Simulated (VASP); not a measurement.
All values below come from LDA (Ceperley-Alder, Perdew-Zunger), VASP's LDA PAW potentials (set 64) (plane waves; VASP).

The input files of a VASP run:

POSCAR:
```
NbAs
1
    3.2302790000     0.0000000000     0.0000000000
    0.0000000000     3.2302790000     0.0000000000
    0.0000000000     0.0000000000     3.2302790000
Nb As
1 1
Direct
  0.0000000000   0.0000000000   0.0000000000
  0.5000000000   0.5000000000   0.5000000000
```

**INCAR**
```
ALGO=Normal
EDIFF=1E-6
ENCUT=300
ISIF=2
ISMEAR=-1
LASPH=T
LCHARG=F
LMAXMIX=4
LREAL=F
LWAVE=F
NELM=100
PREC=Accurate
SIGMA=0.136
SYSTEM=NbAs
```

### KPOINTS
```
Automatic mesh
0
Gamma
8 8 8
0 0 0
```

POTCAR, in this order: Nb_sv As (LDA.64 set). Program: vasp_std.

Q: What will the output report for the number of irreducible k-points (NKPTS), largest plane-wave count, number of space-group operations, FFT grid (NGX, NGY, NGZ)?

A: 
```json
{
  "number of irreducible k-points (NKPTS)": "35",
  "largest_plane_wave_count": "432",
  "number_of_space_group_operations": "48",
  "FFT grid (NGX, NGY, NGZ)": "18 × 18 × 18"
}
```

The structure was generated: NbAs was put into an ordered model structure, which need not be its known phase. The cell was not relaxed at this level. The run is one of a series of settings (GGA removed, POTCAR Nb_sv As (LDA.64 set) against the base run), some of them coarse on purpose.
